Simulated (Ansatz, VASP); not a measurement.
# SbC: VASP beside Ansatz

The input INCAR:

```
SYSTEM = SbC
ALGO = Normal
EDIFF = 1E-7
ENCUT = 520
GGA = PE
ISIF = 2
ISMEAR = 0
LASPH = .TRUE.
LCHARG = .TRUE.
LELF = .TRUE.
LREAL = .FALSE.
LVHAR = .TRUE.
LWAVE = .FALSE.
NBANDS = 12
NELM = 100
PREC = Accurate
SIGMA = 0.1
```

KPOINTS

```
k-points
0
G
  6 6 6
  0 0 0
```

The input POSCAR:

```
SbC
1.0
    0.0000000000      2.9547543300      2.9547543300
    2.9547543300      0.0000000000      2.9547543300
    2.9547543300      2.9547543300      0.0000000000
Sb C
1 1
Direct
    0.0000000000      0.0000000000      0.0000000000
    0.5000000000      0.5000000000      0.5000000000
```

Input for Ansatz:

```yaml
crystal:
  lattice:
    - [0.0, 2.95475433, 2.95475433]
    - [2.95475433, 0.0, 2.95475433]
    - [2.95475433, 2.95475433, 0.0]
  atoms:
    - { symbol: Sb, position: [0.0, 0.0, 0.0] }
    - { symbol: C, position: [0.5, 0.5, 0.5] }
basis:
  ecutwfc: 420
kpoints:
  mp_grid: { grid: [6, 6, 6] }
hamiltonian:
  xc: pbe
scf:
  occupations: { method: gaussian, width: 0.1 }
  lower_state_search: "off"
output:
  forces: true
  stress: true
  eigenvalues: true
```

Alike in both runs: task single point; functional PBE; k mesh 6 × 6 × 6; occupations gaussian, width 0.1 eV; no spin polarisation.

```csv
,VASP,Ansatz
version,VASP 6.6.1,Ansatz 0.2.0
potentials or method,"VASP PAW PBE potentials, release 64 (Sb, C)","scalar-relativistic, plane waves, PAW"
plane-wave cutoff (eV),520,420
valence electrons in the cell,9,19
```

|  | VASP | Ansatz | Ansatz less VASP |
| --- | --- | --- | --- |
| gap on the k mesh at the Fermi level (eV) | none | none | - |
| pressure (GPa) | -18.8 | -18.8 | +0.08 |

A gap of «none» marks a metal or a gap that the smearing closes. With one functional, cell and mesh, what is left measures potentials, basis and numerics. The two sets of potentials don't hold the same shells in valence.

Caveats: so large a pressure means that the cell lies far from this level's equilibrium, or that cutoff or potentials fall short (VASP). Spin-orbit coupling is left out, which matters for the levels of Sb.
